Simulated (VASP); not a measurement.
```
CELL_PARAMETERS angstrom
      4.05773    -6.98520    -0.00654
      2.01025     3.48185     0.00000
     -0.00533     0.00308     6.59023
ATOMIC_POSITIONS crystal
  Zn 0.33261 0.33261 0.50018
  Cd 0.17319 0.67319 0.00514
  Cd 0.83631 0.33631 0.49757
  Cd 0.65956 0.65956 0.00154
  S  0.33091 0.33091 0.85254
  S  0.18458 0.68458 0.38836
  S  0.83620 0.33620 0.87982
  S  0.64664 0.64664 0.38286
```

All values below come from PBEsol GGA, VASP's PBE PAW potentials (set 64) (plane waves; VASP). Numerical set-up: 400 eV cut-off, Gaussian smearing of 0.050 eV, potentials Zn Cd S.

Give the energies of bands 27 to 40 at the high-symmetry points, in eV from the valence-band maximum.

```csv
band,Γ,Z,D,B,A,E,C2,Y2
27,-3.79,-3.58,-3.79,-2.90,-3.17,-4.31,-3.99,-2.77
28,-2.94,-3.46,-3.70,-2.62,-3.05,-4.30,-3.93,-2.69
29,-2.13,-2.89,-3.04,-2.14,-1.89,-1.74,-2.48,-1.73
30,-1.53,-2.81,-2.88,-2.05,-1.50,-1.70,-2.38,-1.53
31,-0.95,-2.75,-2.13,-1.76,-1.45,-1.59,-2.16,-1.45
32,-0.90,-2.71,-2.04,-1.32,-1.37,-1.47,-2.12,-1.32
33,-0.70,-1.53,-1.51,-0.64,-1.35,-1.45,-1.58,-0.63
34,-0.14,-1.45,-1.47,-0.60,-0.88,-1.37,-1.36,-0.52
35,-0.04,-1.38,-0.83,-0.48,-0.88,-1.34,-1.27,-0.37
36,0.00,-1.35,-0.82,-0.32,-0.81,-1.34,-1.14,-0.32
37,1.21,4.36,3.31,2.93,3.42,3.18,3.92,2.63
38,2.71,4.60,3.65,3.11,3.78,3.21,4.06,3.03
39,3.57,4.60,3.82,3.73,3.91,3.35,4.29,3.29
40,3.84,4.68,3.84,4.13,4.09,3.45,4.35,3.44
```

The gap is direct, 1.21 eV, from the valence maximum at Γ to the conduction minimum at Γ.

The structure was generated: Cd3ZnS4 was put into an ordered model structure (Pm), which need not be its known phase. It was relaxed first.
